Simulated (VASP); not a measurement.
Input:

```
MoSi
1.0
    3.09484     0.00000     0.00000
   -1.54742     2.68021     0.00000
    0.00000     0.00000     6.91215
Mo Si
2 2
Direct
  0.00000   0.00000   0.00000
  0.00000   0.00000   0.50000
  0.33333   0.66667   0.25000
  0.66667   0.33333   0.75000
```

All values below come from LDA (Ceperley-Alder, Perdew-Zunger), VASP's LDA PAW potentials (set 64) (plane waves; VASP). Run with 400 eV cut-off, 13×13×5 Γ-centred mesh, tetrahedra with Blöchl corrections, potentials Mo_sv Si.

**Question.** What does the run give for the energy per atom (σ→0), band gap (on the k-mesh) with the smallest direct gap where there is one?

**Answer.** 
```json
{
 "band gap (on the k-mesh)": "none (metal, semimetal or under 0.01 eV)",
 "energy per atom (σ→0)": "-9.409 eV/atom"
}
```

Only differences to runs with the same potentials and settings are physical.

The structure was generated: SiMo was put into the NiAs type (P6_3/mmc), which need not be its known phase. It was relaxed first, which changed the volume by -25 %.
